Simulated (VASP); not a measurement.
# KAuS2 (P4/mmm) in VASP: further runs

The runs below take KAuS2 through single point, with PBE.

Program: VASP 6.6.1. These are calculated values, not measurements. Logs are shortened: lines on timing, memory, paths and dates and some standing lists are left out, and cuts for length are marked.

**1. The crystal as given**

The structure is tetragonal, space group P4/mmm (No. 123). The conventional cell has a = 4.752 Å, b = 4.752 Å, c = 4.667 Å, α = 90.00°, β = 90.00°, γ = 90.00°. Around K (site symmetry 4/mmm) lie 8 S at 3.33 Å. S (site symmetry mmm) is surrounded by 2 Au at 2.38 Å. Au (site symmetry 4/mmm) has 4 S at 2.38 Å as nearest neighbours.

The cell was built by a generator and needn't be a form met in nature.

**2. Single point, PBE, collinear spin, typed start**

Contents of INCAR:

```
PREC = Accurate ; ENCUT = 520
EDIFF = 1E-6 ; ISMEAR = 0
SIGMA = 0.1 ; LREAL = F
LASPH = T ; NELM = 150
ALGO = Fast ; ISIF = 2
LWAVE = F ; LCHARG = F
ISPIN = 2 ; MAGMOM = 0 0 0 1
LORBIT = 11 ; LMAXMIX = 4
GGA = PE ; NBANDS = 28
```

Contents of KPOINTS:

```
regular mesh
0
Gamma
  4 4 4
```

Contents of POSCAR:

```
KAuS2
1.0
    4.7520000000      0.0000000000      0.0000000000
    0.0000000000      4.7520000000      0.0000000000
    0.0000000000      0.0000000000      4.6670114600
K S Au
1 2 1
Direct
    0.5000000000      0.5000000000      0.5000000000
    0.5000000000      0.0000000000      0.0000000000
    0.0000000000      0.5000000000      0.0000000000
    0.0000000000      0.0000000000      0.0000000000
```

Potentials or basis: VASP PAW PBE potentials, release 64 (K_sv, S, Au).

Command:

```
$ cat potpaw_PBE.64/K_sv/POTCAR potpaw_PBE.64/S/POTCAR potpaw_PBE.64/Au/POTCAR > POTCAR
$ mpirun -np 1 vasp_std > vasp.out
```

OUTCAR:

```text
PREC = Accurate
   ENCUT = 520
   EDIFF = 1E-6
   ISMEAR = 0
   LREAL = F
   LASPH = T
   NELM = 150
   ISIF = 2
   ISPIN = 2
   LORBIT = 11
   GGA = PE

 ion  position               nearest neighbor table
   1  0.500  0.500  0.500-
   2  0.500  0.000  0.000-   4 2.38   4 2.38
   3  0.000  0.500  0.000-   4 2.38   4 2.38
   4  0.000  0.000  0.000-   2 2.38   3 2.38   3 2.38   2 2.38

  LATTYP: Found a simple tetragonal cell.
 ALAT       =     4.7520000000
 C/A-ratio  =     0.9821152062

  Lattice vectors:

 A1 = (   4.7520000000,   0.0000000000,   0.0000000000)
 A2 = (   0.0000000000,   4.7520000000,   0.0000000000)
 A3 = (   0.0000000000,   0.0000000000,   4.6670114600)

Analysis of symmetry for initial positions (statically):
=====================================================================
 Subroutine PRICEL returns:
 Original cell was already a primitive cell.

 Routine SETGRP: Setting up the symmetry group for a
 simple tetragonal supercell.

 Subroutine GETGRP returns: Found 16 space group operations
 (whereof 16 operations were pure point group operations)
 out of a pool of 16 trial point group operations.

The static configuration has the point symmetry D_4h.

Analysis of symmetry for dynamics (positions and initial velocities):
=====================================================================
 Subroutine PRICEL returns:
 Original cell was already a primitive cell.

 Routine SETGRP: Setting up the symmetry group for a
 simple tetragonal supercell.

 Subroutine GETGRP returns: Found 16 space group operations
 (whereof 16 operations were pure point group operations)
 out of a pool of 16 trial point group operations.

The dynamic configuration has the point symmetry D_4h.

Analysis of structural, dynamic, and magnetic symmetry:
=====================================================================
 Subroutine PRICEL returns:
 Original cell was already a primitive cell.

 Routine SETGRP: Setting up the symmetry group for a
 simple tetragonal supercell.

 Subroutine GETGRP returns: Found 16 space group operations
 (whereof 16 operations were pure point group operations)
 out of a pool of 16 trial point group operations.

The overall configuration has the point symmetry D_4h.

 Subroutine INISYM returns: Found 16 space group operations
 (whereof 16 operations are pure point group operations),
 and found     1 'primitive' translations

----------------------------------------------------------------------------------------

                                     Primitive cell

  volume of cell :     105.3881

  direct lattice vectors                    reciprocal lattice vectors
     4.752000000  0.000000000  0.000000000     0.210437710  0.000000000  0.000000000
     0.000000000  4.752000000  0.000000000     0.000000000  0.210437710  0.000000000
     0.000000000  0.000000000  4.667011460     0.000000000  0.000000000  0.214269883

  length of vectors
     4.752000000  4.752000000  4.667011460     0.210437710  0.210437710  0.214269883

  position of ions in fractional coordinates (direct lattice)
     0.500000000  0.500000000  0.500000000
     0.500000000  0.000000000  0.000000000
     0.000000000  0.500000000  0.000000000
     0.000000000  0.000000000  0.000000000

  ion indices of the primitive-cell ions
   primitive index   ion index
                 1           1
                 2           2
                 3           3
                 4           4

----------------------------------------------------------------------------------------

 KPOINTS: regular mesh

Automatic generation of k-mesh.
 Grid dimensions read from file:
 generate k-points for:    4    4    4

 Generating k-lattice:

  Cartesian coordinates                     Fractional coordinates (reciprocal lattice)
     0.052609428  0.000000000  0.000000000     0.250000000  0.000000000  0.000000000
     0.000000000  0.052609428  0.000000000     0.000000000  0.250000000  0.000000000
     0.000000000  0.000000000  0.053567471     0.000000000  0.000000000  0.250000000

  Length of vectors
     0.052609428  0.052609428  0.053567471

  Shift w.r.t. Gamma in fractional coordinates (k-lattice)
     0.000000000  0.000000000  0.000000000

 Subroutine IBZKPT returns following result:
 ===========================================

 Found     18 irreducible k-points:

 Following reciprocal coordinates:
            Coordinates               Weight
  0.000000  0.000000  0.000000      1.000000
  0.250000  0.000000  0.000000      4.000000
  0.500000  0.000000  0.000000      2.000000
  0.250000  0.250000  0.000000      4.000000
  0.500000  0.250000  0.000000      4.000000
  0.500000  0.500000  0.000000      1.000000
[... 10 lines left out ...]
  0.500000  0.250000  0.500000      4.000000
  0.500000  0.500000  0.500000      1.000000
   k-points           NKPTS =     18   k-points in BZ     NKDIM =     18   number of bands    NBANDS=     28
   number of dos      NEDOS =    301   number of ions     NIONS =      4
   total plane-waves  NPLWV =  46656
   dimension x,y,z NGX =    36 NGY =   36 NGZ =   36
   dimension x,y,z NGXF=    72 NGYF=   72 NGZF=   72
   ions per type =               1   2   1
   NGX,Y,Z   is equivalent  to a cutoff of  12.59, 12.59, 12.82 a.u.
   NGXF,Y,Z  is equivalent  to a cutoff of  25.19, 25.19, 25.65 a.u.
 SYSTEM =  unknown system
   PREC   = accura    normal or accurate (medium, high low for compatibility)
   ISTART =      0    job   : 0-new  1-cont  2-samecut
   ICHARG =      2    charge: 1-file 2-atom 10-const
   ISPIN  =      2    spin polarized calculation?
   LNONCOLLINEAR =      F non collinear calculations
   LSORBIT =      F    spin-orbit coupling
   LASPH  =      T    aspherical Exc in radial PAW
   ENCUT  =  520.0 eV  38.22 Ry    6.18 a.u.   8.84  8.84  8.68*2*pi/ulx,y,z
   NELM   =    150;   NELMIN=  2; NELMDL= -5     # of ELM steps
   EDIFF  = 0.1E-05   stopping-criterion for ELM
   LREAL  =      F    real-space projection
   EDIFFG = 0.1E-04   stopping-criterion for IOM
   NSW    =      0    number of steps for IOM
   IBRION =     -1    ionic relax: 0-MD 1-quasi-New 2-CG
   NFREE  =      0    steps in history (QN), initial steepest desc. (CG)
   ISIF   =      2    stress and relaxation
   ISYM   =      2    0-nonsym 1-usesym 2-fastsym
   POTIM  = 0.5000    time-step for ionic-motion
   TEBEG  =    0.0;   TEEND  =   0.0 temperature during run
   PSTRESS=    0.0 pullay stress
   NELECT =      32.0000    total number of electrons
   NUPDOWN=      -1.0000    fix difference up-down
   EMIN   =  10.00;   EMAX   =-10.00  energy-range for DOS
   EFERMI =   0.00;   METHOD = LEGACY
   ISMEAR =     0;   SIGMA  =   0.10  broadening in eV -4-tet -1-fermi 0-gaus
   EFERMI_NEDOS =   21; number of points for ismear=-14 and -15
   IALGO  =     68    algorithm
   IMIX   =      4    mixing-type and parameters
     AMIX     =   0.40;   BMIX     =  1.00
     AMIX_MAG =   1.60;   BMIX_MAG =  1.00
  volume/ion in A,a.u.               =      26.35       177.80
  Fermi-wavevector in a.u.,A,eV,Ry     =   1.100342  2.079344 16.473280  1.210752
  Thomas-Fermi vector in A             =   2.236751
   LORBIT       =     11    0 simple, 1 ext, 2 COOP (PROOUT), +10 PAW based schemes
   GGA     = PE    functional components
   LHFCALC =     F    Hartree Fock is set to
   AEXX    =    0.0000 exact exchange contribution
   IVDW    =     0    specifies the selected vdW correction
   LEPSILON=     F    determine dielectric tensor
   LRPA    =     F    only Hartree local field effects (RPA)
 spin polarized calculation
 RMM-DIIS sequential band-by-band and
 Gauss-broadening in eV      SIGMA  =   0.10
  energy-cutoff  :      520.00
  volume of cell :      105.39
 maximum number of plane-waves:      2865
 NGX is ok and might be reduce to    36
   NGX = 17   NGY = 17   NGZ = 17

 number of electron      32.0000004 magnetization       0.0020494

 number of electron      32.0000004 magnetization      -0.0000739

 Free energy of the ion-electron system (eV)
  ---------------------------------------------------
  ext. energy  EPLUGINS =         0.00000000
  ---------------------------------------------------
  free energy    TOTEN  =       -13.64583702 eV

  energy without entropy =      -13.63465856  energy(sigma->0) =      -13.64024779

 E-fermi :   1.8908     XC(G=0):  -8.6667

 val. band max:        1.8539709299   @ k =   0.5000   0.0000   0.0000
 cond. band min:       1.8988916197   @ k =   0.5000   0.5000   0.0000
 fundamental gap:      0.0449206898
 Fermi energy:         1.8908394275

 spin component 1

 k-point     1 :       0.0000    0.0000    0.0000
  band No.  band energies     occupation
      1     -26.8858      1.00000
      2     -10.9338      1.00000
      3     -10.4073      1.00000
      4     -10.4073      1.00000
      5     -10.3680      1.00000
      6      -9.7975      1.00000
[... 20 lines left out ...]
     27      12.1285      0.00000
[... 504 lines left out ...]
      5      -9.6569      1.00000
      6      -9.6569      1.00000
[... 20 lines left out ...]
     27      11.5732      0.00000
     28      11.6614      0.00000
 Fermi energy:         1.8908394275

 spin component 2

 k-point     1 :       0.0000    0.0000    0.0000
  band No.  band energies     occupation
      1     -26.8858      1.00000
      2     -10.9338      1.00000
      3     -10.4073      1.00000
      4     -10.4073      1.00000
      5     -10.3680      1.00000
      6      -9.7975      1.00000
[... 20 lines left out ...]
     27      12.1286      0.00000
[... 505 lines left out ...]
      6      -9.6569      1.00000
[... 20 lines left out ...]
     27      11.5732      0.00000
     28      11.8370      0.00000

------------------------ aborting loop because EDIFF is reached ----------------------------------------

  FORCE on cell =-STRESS in cart. coord.  units (eV):
  Direction    XX          YY          ZZ          XY          YZ          ZX
  --------------------------------------------------------------------------------------
  -------------------------------------------------------------------------------------
  Total        2.1622023      2.1622023      0.1553318      0.0000000      0.0000000      0.0000000
  in kB       32.8711715     32.8711715      2.3614532      0.0000000      0.0000000      0.0000000
  external PRESSURE =      22.7012654 kB  Pullay stress =       0.0000000 kB

 VOLUME and BASIS-vectors are now :
 -----------------------------------------------------------------------------
  energy-cutoff  :      520.00
  volume of cell :      105.39
      direct lattice vectors                 reciprocal lattice vectors
     4.752000000  0.000000000  0.000000000     0.210437710  0.000000000  0.000000000
     0.000000000  4.752000000  0.000000000     0.000000000  0.210437710  0.000000000
     0.000000000  0.000000000  4.667011460     0.000000000  0.000000000  0.214269883

 POSITION                                       TOTAL-FORCE (eV/Angst)
 -----------------------------------------------------------------------------------
      2.37600      2.37600      2.33351         0.000000      0.000000      0.000000
      2.37600      0.00000      0.00000         0.000000      0.000000      0.000000
      0.00000      2.37600      0.00000         0.000000      0.000000      0.000000
      0.00000      0.00000      0.00000         0.000000      0.000000      0.000000
 -----------------------------------------------------------------------------------
    total drift:                                0.000000      0.000000     -0.000000

  FREE ENERGIE OF THE ION-ELECTRON SYSTEM (eV)
  ---------------------------------------------------
  free  energy   TOTEN  =       -13.6458370242 eV

  energy  without entropy=      -13.6346585624  energy(sigma->0) =      -13.64024779

 total charge

# of ion       s       p       d       tot
------------------------------------------
    1        1.958   5.580   0.027   7.565
    2        1.353   2.303   0.000   3.656
    3        1.353   2.303   0.000   3.656
    4        0.619   0.383   8.702   9.704
--------------------------------------------------
tot          5.283  10.568   8.729  24.580

 magnetization (x)

# of ion       s       p       d       tot
------------------------------------------
    1       -0.000  -0.000  -0.000  -0.000
    2        0.000   0.000   0.000   0.000
    3        0.000   0.000   0.000   0.000
    4       -0.000  -0.000  -0.000  -0.000
--------------------------------------------------
tot         -0.000   0.000  -0.000  -0.000
```

Run time: 2.7 min. Hardware: 1 thread of Intel Xeon Platinum 8375C at 2.90GHz (Ice Lake), shared host; peak memory 0.28 GiB.

What came out:

```yaml
Free_energy: -13.6458 eV
Pressure: 2.3 GPa
Band_gap_on_the_k_mesh: none (metal or under the smearing width)
Net_moment: 0.00 μB per cell
Valence_electrons_inside_the_program's_atomic_spheres: K 7.57; S 3.66; Au 9.70
```

Spin-orbit coupling is left out, which matters for the levels of Au.

**3. Single point, PBE**

This run uses another cell than the first one, of 27.46 Å³/atom, 1.042 times its volume.

Contents of INCAR:

```
SYSTEM = KAuS2
PREC     = Accurate       ! precision mode
ENCUT    = 520            ! plane-wave cutoff, eV
EDIFF    = 1E-6           ! SCF threshold, eV
ISMEAR   = 0              ! smearing method
SIGMA    = 0.1            ! smearing width, eV
LREAL    = .False.        ! projectors in reciprocal space
LASPH    = .True.         ! aspherical terms in the spheres
NELM     = 100            ! most SCF steps
ALGO     = Fast           ! electronic algorithm
ISIF     = 2              ! what is computed and relaxed
LWAVE    = .False.        ! write WAVECAR
LCHARG   = .False.        ! write CHGCAR
GGA      = PE             ! functional
NBANDS   = 24             ! bands
```

Contents of KPOINTS:

```
Automatic mesh
0
Gamma
  10 10 10
  0 0 0
```

Contents of POSCAR:

```
KAuS2
1.0
    4.8454782697      0.0000000000      0.0000000000
    0.0000000000      4.8454782697      0.0000000000
    0.0000000000      0.0000000000      4.6789807955
K S Au
1 2 1
Direct
    0.5000000000      0.5000000000      0.5000000000
    0.5000000000      0.0000000000      0.0000000000
    0.0000000000      0.5000000000      0.0000000000
    0.0000000000      0.0000000000      0.0000000000
```

Potentials or basis: VASP PAW PBE potentials, release 64 (K_sv, S, Au).

Command:

```
$ cat potpaw_PBE.64/K_sv/POTCAR potpaw_PBE.64/S/POTCAR potpaw_PBE.64/Au/POTCAR > POTCAR
$ mpirun -np 1 vasp_std > vasp.out
```

OUTCAR:

```text
SYSTEM = KAuS2
   PREC = Accurate
   ENCUT = 520
   EDIFF = 1E-6
   ISMEAR = 0
   LREAL = .False.
   LASPH = .True.
   NELM = 100
   ISIF = 2
   GGA = PE

 ion  position               nearest neighbor table
   1  0.500  0.500  0.500-
   2  0.500  0.000  0.000-   4 2.42   4 2.42
   3  0.000  0.500  0.000-   4 2.42   4 2.42
   4  0.000  0.000  0.000-   2 2.42   3 2.42   3 2.42   2 2.42

  LATTYP: Found a simple tetragonal cell.
 ALAT       =     4.8454782697
 C/A-ratio  =     0.9656385882

  Lattice vectors:
[... 837 lines left out ...]
     23       9.1125      0.00000
     24       9.4777      0.00000

 [... further k-points ...]
[... 5 lines left out ...]
  --------------------------------------------------------------------------------------
  -------------------------------------------------------------------------------------
  Total       -0.0834618     -0.0834618      0.0203600      0.0000000     -0.0000000      0.0000000
  in kB       -1.2172335     -1.2172335      0.2969367      0.0000000     -0.0000000      0.0000000
  external PRESSURE =      -0.7125101 kB  Pullay stress =       0.0000000 kB

 VOLUME and BASIS-vectors are now :
 -----------------------------------------------------------------------------
  energy-cutoff  :      520.00
  volume of cell :      109.86
      direct lattice vectors                 reciprocal lattice vectors
     4.845478270  0.000000000  0.000000000     0.206377976  0.000000000  0.000000000
     0.000000000  4.845478270  0.000000000     0.000000000  0.206377976  0.000000000
     0.000000000  0.000000000  4.678980796     0.000000000  0.000000000  0.213721758

 POSITION                                       TOTAL-FORCE (eV/Angst)
 -----------------------------------------------------------------------------------
      2.42274      2.42274      2.33949         0.000000      0.000000      0.000000
      2.42274      0.00000      0.00000         0.000000      0.000000      0.000000
      0.00000      2.42274      0.00000         0.000000      0.000000      0.000000
      0.00000      0.00000      0.00000         0.000000      0.000000      0.000000
 -----------------------------------------------------------------------------------
    total drift:                                0.000000      0.000000     -0.000000

  FREE ENERGIE OF THE ION-ELECTRON SYSTEM (eV)
  ---------------------------------------------------
  free  energy   TOTEN  =       -13.5261471104 eV

  energy  without entropy=      -13.5029604510  energy(sigma->0) =      -13.51455378
```

OSZICAR:

```text
N       E                     dE             d eps       ncg     rms          rms(c)
DAV:   1     0.198743921996E+03    0.19874E+03   -0.14289E+04  6080   0.117E+03
DAV:   2    -0.285757739510E+01   -0.20160E+03   -0.18970E+03  7448   0.279E+02
DAV:   3    -0.155441348310E+02   -0.12687E+02   -0.12543E+02 10008   0.621E+01
DAV:   4    -0.158292653587E+02   -0.28513E+00   -0.28475E+00  8376   0.856E+00
DAV:   5    -0.158404010712E+02   -0.11136E-01   -0.11135E-01  9000   0.103E+00    0.132E+01
RMM:   6    -0.140224023939E+02    0.18180E+01   -0.11698E+01  6224   0.145E+01    0.145E+01
RMM:   7    -0.135778381800E+02    0.44456E+00   -0.96330E-01  6855   0.500E+00    0.731E+00
RMM:   8    -0.135464341445E+02    0.31404E-01   -0.39608E-01  6872   0.329E+00    0.145E+00
RMM:   9    -0.135248454653E+02    0.21589E-01   -0.60229E-02  7359   0.134E+00    0.226E-01
RMM:  10    -0.135256119194E+02   -0.76645E-03   -0.60583E-03  8376   0.389E-01    0.991E-02
RMM:  11    -0.135259642248E+02   -0.35231E-03   -0.13143E-03  8775   0.184E-01    0.484E-02
RMM:  12    -0.135261136921E+02   -0.14947E-03   -0.40013E-04  8596   0.104E-01    0.219E-02
RMM:  13    -0.135261373502E+02   -0.23658E-04   -0.15574E-04  9495   0.538E-02    0.528E-03
RMM:  14    -0.135261439995E+02   -0.66493E-05   -0.48594E-05  9048   0.260E-02    0.240E-03
RMM:  15    -0.135261462489E+02   -0.22494E-05   -0.17740E-05  7549   0.144E-02    0.202E-03
RMM:  16    -0.135261471104E+02   -0.86150E-06   -0.74723E-06  6602   0.926E-03
   1 F= -.13526147E+02 E0= -.13514554E+02  d E =-.231867E-01
```

stdout:

```text
POSCAR found type information on POSCAR K S Au
 POSCAR found :  3 types and       4 ions
 scaLAPACK will be used
 LDA part: xc-table for (Slater+PW92), standard interpolation
 POSCAR, INCAR and KPOINTS ok, starting setup
 FFT: planning ... GRIDC
 FFT: planning ... GRID_SOFT
 FFT: planning ... GRID
 WAVECAR not read
 entering main loop
WARNING in EDDRMM: call to ZHEGV failed, returncode =   6  3     17
WARNING in EDDRMM: call to ZHEGV failed, returncode =   8  4     12
WARNING in EDDRMM: call to ZHEGV failed, returncode =   6  3      9
WARNING in EDDRMM: call to ZHEGV failed, returncode =   8  4     15
WARNING in EDDRMM: call to ZHEGV failed, returncode =   6  3     10
WARNING in EDDRMM: call to ZHEGV failed, returncode =   6  3     23
WARNING in EDDRMM: call to ZHEGV failed, returncode =   6  3     18
WARNING in EDDRMM: call to ZHEGV failed, returncode =   8  4     13
WARNING in EDDRMM: call to ZHEGV failed, returncode =   6  3     18
```

Wall time 3.8 min (1 thread of Intel Xeon Platinum 8488C (Sapphire Rapids), shared host); peak memory 0.44 GiB.

Results:

| Item | Value |
| --- | --- |
| Free energy | -13.5261 eV |
| Pressure | -0.1 GPa |
| Band gap on the k mesh | none (metal or under the smearing width) |

The run has no spin-orbit coupling, so splittings on Au are missing.
